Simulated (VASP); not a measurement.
Al3InN4:

```
Al In N
1.0
    -2.29893    2.29893    4.59786
     2.29893   -2.29893    4.59786
     2.29893    2.29893   -4.59786
Al In N
3 1 4
Direct
  0.50000 0.50000 0.00000
  0.25000 0.75000 0.50000
  0.75000 0.25000 0.50000
  0.00000 0.00000 0.00000
  0.13300 0.13300 0.53000
  0.60300 0.60300 0.47000
  0.39700 0.86700 0.00000
  0.86700 0.39700 0.00000
```

The cell was built by a generator and needn't be a form met in nature.

```yaml
Program: VASP 6.6.1
Task: relaxation of cell and atoms
Functional: PBE
Potentials_or_basis: VASP PAW PBE potentials, release 64 (Al, In_d, N)
Cutoff: 520 eV
k_mesh: 4 × 4 × 4
Occupations: gaussian, width 0.15 eV
Spin: no spin polarisation
```

At the start: pressure -3.9 GPa; volume 12.15 Å³/atom.

Problem. How do energy, volume and symmetry change on relaxing?

Solution. Over 5 steps the energy falls by 24.8 meV/atom and the volume is 11.80 Å³/atom (-2.8 %); space group I-42m (No. 121, to 0.05 Å).

Step by step:
| step | energy change (eV) | largest force (eV/Å) | pressure (GPa) | volume (Å³) |
| --- | --- | --- | --- | --- |
| 1 | 0.0000 | 1.2214 | -3.94 | 97.20 |
| 2 | -0.1848 | 0.1560 | 2.55 | 93.06 |
| 3 | -0.1857 | 0.2229 | 2.13 | 93.32 |
| 4 | -0.1952 | 0.1050 | -0.80 | 94.99 |
| 5 | -0.1981 | 0.0149 | 0.01 | 94.43 |

Final structure:
```cif
data_structure
_symmetry_space_group_name_H-M 'P 1'
_symmetry_Int_Tables_number 1
_cell_length_a 5.5691
_cell_length_b 5.5691
_cell_length_c 5.5691
_cell_angle_alpha 131.660
_cell_angle_beta 131.660
_cell_angle_gamma 70.766
_cell_volume 94.43
loop_
_atom_site_label
_atom_site_type_symbol
_atom_site_fract_x
_atom_site_fract_y
_atom_site_fract_z
_atom_site_occupancy
Al1 Al 0.50000 0.50000 0.00000 1
Al2 Al 0.25000 0.75000 0.50000 1
Al3 Al 0.75000 0.25000 0.50000 1
In1 In 0.00000 0.00000 0.00000 1
N1 N 0.13882 0.13882 0.54815 1
N2 N 0.59067 0.59067 0.45185 1
N3 N 0.40933 0.86118 0.00000 1
N4 N 0.86118 0.40933 0.00000 1
```

Caveat: the k mesh is coarse (spacing up to 0.48 Å⁻¹), so the values aren't converged.
